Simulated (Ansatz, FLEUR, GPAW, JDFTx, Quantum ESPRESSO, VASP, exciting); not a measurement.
**C: programs and potentials compared**

```
C
1.0
     0.00000    1.78337    1.78337
     1.78337    0.00000    1.78337
     1.78337    1.78337    0.00000
C
2
Direct
  0.75000 0.75000 0.75000
  0.50000 0.50000 0.50000
```

Alike in all runs: task band structure; functional PBEsol; k mesh 13 × 13 × 13; occupations fermi-dirac, width 0.05 eV; no spin polarisation; no spin-orbit coupling. Pressure is positive in compression and, in plane waves, holds the error of the finite cutoff, which Ansatz's Pulay term estimates and takes out. Gaps are the smaller of the mesh's and the band path's.

| program and potentials | plane-wave cutoff (eV) | notes | band gap (eV) | pressure (GPa) |
| --- | --- | --- | --- | --- |
| Ansatz, Ansatz PAW | 420 | potentials made for PBE, which Ansatz adapts in part; Pulay term of +1.04 GPa included | 4.01 | -4.81 |
| FLEUR, all-electron, FLAPW | - | - | 4.01 | - |
| Ansatz, PseudoDojo stringent (PBEsol files) | 1116 | Pulay term of +0.20 GPa included | 4.05 | -3.05 |
| GPAW, PAW data sets generated for this functional | 800 | - | 4.00 | -5.16 |
| Quantum ESPRESSO, PseudoDojo 0.4.1 SR PBEsol standard | 1116 | - | 4.05 | -3.34 |
| VASP, PBE PAW files C, 520 eV | 520 | potentials made for PBE | 4.00 | -3.75 |
| exciting, all-electron LAPW+lo, shipped species files, valence relativity iora* | - | - | 4.01 | - |
| JDFTx, PseudoDojo-SR-PBEsol-0.4.1-standard | 1116 | - | 4.05 | - |
| Ansatz, all-electron LAPW, scalar-relativistic | - | - | 4.01 | -4.78 |

The band gap spans 4.00 (GPAW, PAW data sets generated for this functional) to 4.05 eV (Quantum ESPRESSO, PseudoDojo 0.4.1 SR PBEsol standard), with all-electron results at 4.01. The pressure spans -5.16 (GPAW, PAW data sets generated for this functional) to -3.05 GPa (Ansatz, PseudoDojo stringent (PBEsol files)), with all-electron results at -4.78. The paths' points differ, which is worth about 0.01 eV.

Differences between rows come from potentials, basis sets and numerical settings, since the functional is the same but for its coding. Runs on potential files found faulty are left out.
